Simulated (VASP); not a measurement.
Method: PBEsol GGA, VASP's PBE PAW potentials (set 64) (plane waves; VASP).

A VASP calculation is set up with these files.

### INCAR
```
# general
SYSTEM  = TiAl
PREC    = Accurate
ENCUT   = 400
LREAL   = .FALSE.
LASPH   = .TRUE.

# electronic loop
EDIFF   = 1E-7
NELM    = 100
ALGO    = Normal
LMAXMIX = 4

# smearing
ISMEAR  = -5   # tetrahedra, Bloechl

# functional
GGA     = PS   # PBEsol

# ions
ISIF    = 2   # forces and stress, cell fixed

# output
LWAVE   = .FALSE.
LCHARG  = .TRUE.
LORBIT  = 11   # lm-projected
NEDOS   = 601
```

**KPOINTS**
```
Automatic
0
Gamma
  17 17 17
```

POSCAR:
```
TiAl
9.2651220
  0.1536063968   0.0886847406   0.5000000011
 -0.1536063968   0.0886847406   0.5000000011
  0.0000000000  -0.1773693734   0.5000000009
Al Ti
1 1
Cart
  0.0000000000   0.0000000000   0.0000000000
  0.0000000000   0.0000000539   0.7500000016
```

POTCAR, in this order: Al Ti_sv (PBE.64 set). Program: vasp_std.

For a metal the tetrahedron method with Blöchl corrections gives inexact stress and forces.

Task: Estimate the energy per atom (σ→0), band gap (on the k-mesh).

Result: 
```yaml
energy per atom (σ→0): -6.398 eV/atom
band gap (on the k-mesh): none (metal, semimetal or under 0.01 eV)
```

File OSZICAR:
```
...
DAV:   9    -0.127967399568E+02   -0.31537E-04   -0.15938E-02 13596   0.185E+00    0.228E-01
DAV:  10    -0.127969495451E+02   -0.20959E-03   -0.16867E-03 12923   0.464E-01    0.791E-02
DAV:  11    -0.127969474899E+02    0.20552E-05   -0.19629E-04 14637   0.129E-01    0.210E-02
DAV:  12    -0.127969469744E+02    0.51551E-06   -0.72450E-06 12500   0.263E-02    0.802E-03
DAV:  13    -0.127969474171E+02   -0.44265E-06   -0.21726E-06 11846   0.200E-02    0.278E-03
DAV:  14    -0.127969470918E+02    0.32528E-06   -0.18624E-07 10265   0.544E-03    0.480E-04
DAV:  15    -0.127969470727E+02    0.19122E-07   -0.20505E-08  6297   0.134E-03
   1 F= -.12796947E+02 E0= -.12796947E+02  d E =0.000000E+00
```

The structure was generated: TiAl was put into the CuPt type (R-3m), which need not be its known phase. It was relaxed first. The electron count is odd and the run is not spin-polarised, which forces a metal.
